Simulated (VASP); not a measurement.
Energy against volume of V (bcc). Level of theory: r2SCAN meta-GGA, VASP's PBE PAW potentials (set 64) (plane waves; VASP 6.6.1). Run with 520 eV cut-off, 17×17×17 Γ-centred mesh, first-order Methfessel-Paxton smearing of 0.10 eV, potentials V_sv.

| V (Å³/atom) | E (eV/atom) |
|---|---|
| 12.484 | -14.09101 |
| 12.882 | -14.11772 |
| 13.281 | -14.12750 |
| 13.679 | -14.12241 |

### Question
Fit these four points and predict the energy of the run at 14.078 Å³/atom.

### Answer
A cubic in V^(−2/3), the third-order Birch-Murnaghan form, passes through the four points with V0 = 13.34 Å³/atom and B0 = 196 GPa, and gives -14.1043 eV/atom there. The run gave -14.1044 eV/atom, -0.1 meV/atom from the fit; all five points give B0 = 195 GPa.

The compound is V in the bcc structure. It was relaxed first. The run is not spin-polarised, so no magnetic state was tried.
